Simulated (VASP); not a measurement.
Ge3P2:

```xyz
5
Lattice="4.3279 0.0000 0.0000 -2.1639 3.7481 0.0000 0.0000 0.0000 6.5758" Properties=species:S:1:pos:R:3 pbc="T T T"
Ge    0.0000    2.4987    3.2879
Ge    2.1639    1.2494    3.2879
Ge    0.0000    0.0000    3.2879
P     0.0000    0.0000    1.0158
P     0.0000    0.0000    5.5601
```

The cell was built by a generator and needn't be a form met in nature.

| Item | Value |
| --- | --- |
| Program | VASP 6.6.1 |
| Task | relaxation of cell and atoms |
| Functional | PBE |
| Potentials or basis | VASP PAW PBE potentials, release 64 (Ge_d, P) |
| Cutoff | 600 eV |
| k mesh | 7 × 7 × 4 |
| Occupations | gaussian, width 0.05 eV |
| Spin | no spin polarisation |

At the start: pressure 19.4 GPa; volume 21.33 Å³/atom.

Q: Where does the relaxation end?

A: Over 13 steps the energy falls by 458.3 meV/atom and the volume is 29.89 Å³/atom (+40.1 %); space group P6/mmm (No. 191, to 0.05 Å).

Step by step:
| step | energy change (eV) | largest force (eV/Å) | pressure (GPa) | volume (Å³) |
| --- | --- | --- | --- | --- |
| 1 | 0.0000 | 2.3534 | 19.35 | 106.67 |
| 2 | -2.2265 | 0.7040 | -0.01 | 151.24 |
| 3 | -2.2496 | 0.3117 | 1.04 | 145.10 |
| 4 | -2.2501 | 0.3674 | 0.87 | 145.95 |
| 5 | -2.2287 | 1.5017 | -1.39 | 150.44 |
| 6 | -2.2725 | 0.5074 | -0.16 | 147.77 |
| 7 | -2.2888 | 0.1635 | 0.02 | 148.28 |
| 8 | -2.2910 | 0.0110 | 0.15 | 148.54 |
| 9 | -2.2911 | 0.0095 | 0.17 | 148.57 |
| 10 | -2.2914 | 0.0566 | 0.00 | 149.26 |
| 11 | -2.2914 | 0.0557 | 0.01 | 149.25 |
| 12 | -2.2914 | 0.0603 | 0.03 | 149.71 |
| 13 | -2.2915 | 0.0077 | -0.03 | 149.44 |

Final structure:
```
CELL_PARAMETERS angstrom
4.90622 0.00000 0.00000
-2.45311 4.24891 0.00000
0.00000 0.00000 7.16879
ATOMIC_POSITIONS crystal
Ge 0.33333 0.66667 0.50000
Ge 0.66667 0.33333 0.50000
Ge 0.00000 0.00000 0.50000
P 0.00000 0.00000 0.13560
P 0.00000 0.00000 0.86440
```

Caveat: the volume moved by over 15 % at a fixed basis, so the end points are rough.
